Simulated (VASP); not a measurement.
Set up this calculation in VASP 6.6.1, as the native input.

```
Task                    : density of states
Functional              : PBE
Potentials or basis     : VASP PAW PBE potentials, release 64 (Li_sv, Zr_sv, N)
Cutoff                  : 520 eV
k mesh                  : 10 × 10 × 4
Occupations             : gaussian, width 0.1 eV
Spin                    : no spin polarisation
k mesh for the DOS      : 15 × 15 × 6
Occupations for the DOS : tetrahedron
Further INCAR settings  : ALGO = Normal; EDIFF = 1e-06
```

Li3ZrN2:

```
Li Zr N
1.0
     3.18078    0.00000    0.00000
     0.00000    3.18078    0.00000
     0.00000    0.00000    8.64802
Li Zr N
3 1 2
Cartesian
  0.0000 0.0000 7.6566
  0.0000 0.0000 3.2389
  1.5904 1.5904 5.1300
  1.5904 1.5904 1.3596
  0.0000 0.0000 0.9606
  1.5904 1.5904 3.2760
```

The cell was built by a generator and needn't be a form met in nature.

One way to write it, as run:

POSCAR

```
Li3ZrN2                                 
1.0
    3.1807800983      0.0000000000      0.0000000000
    0.0000000000      3.1807800983      0.0000000000
    0.0000000000      0.0000000000      8.6480193801
  Li              Zr              N             
     3     1     2
Direct
     0.0000000000000000    0.0000000000000000    0.8853603962811836
     0.0000000000000000    0.0000000000000000    0.3745202335484570
     0.5000000000000000    0.5000000000000000    0.5931941120737403
     0.5000000000000000    0.5000000000000000    0.1572117558831874
     0.0000000000000000    0.0000000000000000    0.1110795410317899
     0.5000000000000000    0.5000000000000000    0.3788202711816383
```

INCAR.step1

```
  PREC = Accurate
  ENCUT = 520
  EDIFF = 1E-6
  ISMEAR = 0
  SIGMA = 0.1
  LREAL = False
  LASPH = True
  NELM = 100
  ALGO = Normal
  ISIF = 2
  LWAVE = False
  LCHARG = True
  LMAXMIX = 4
  GGA = PE
  KPAR = 4
```

KPOINTS.step1

```
Automatic mesh
0
Gamma
  10 10 4
```

INCAR.step2

```
  PREC = Accurate
  ENCUT = 520
  EDIFF = 1E-6
  ISMEAR = -5
  SIGMA = 0.1
  LREAL = False
  LASPH = True
  NELM = 100
  ALGO = Normal
  ISIF = 2
  LWAVE = False
  LCHARG = False
  LMAXMIX = 4
  GGA = PE
  LORBIT = 11
  KPAR = 4
  NEDOS = 1001
  ICHARG = 11
```

KPOINTS.step2

```
Automatic mesh
0
Gamma
  15 15 6
```

Potentials or basis: VASP PAW PBE potentials, release 64 (Li_sv, Zr_sv, N).

The run is started by

```console
$ cat potpaw_PBE.64/Li_sv/POTCAR potpaw_PBE.64/Zr_sv/POTCAR potpaw_PBE.64/N/POTCAR > POTCAR
$ cp INCAR.step1 INCAR
$ cp KPOINTS.step1 KPOINTS
$ mpirun -np 4 vasp_std > vasp.out
$ cp INCAR.step2 INCAR
$ cp KPOINTS.step2 KPOINTS
$ mpirun -np 4 vasp_std > vasp.out
```

It gave:

```yaml
Valence_electrons_inside_the_program's_atomic_spheres: Li 2.08, 2.09; Zr 10.00; N 3.69
```

Run time: 30 s on 4 MPI ranks on Intel(R) Xeon(R) 6975P-C (Granite Rapids), with other jobs on the host, peak memory 0.35 GiB a rank.
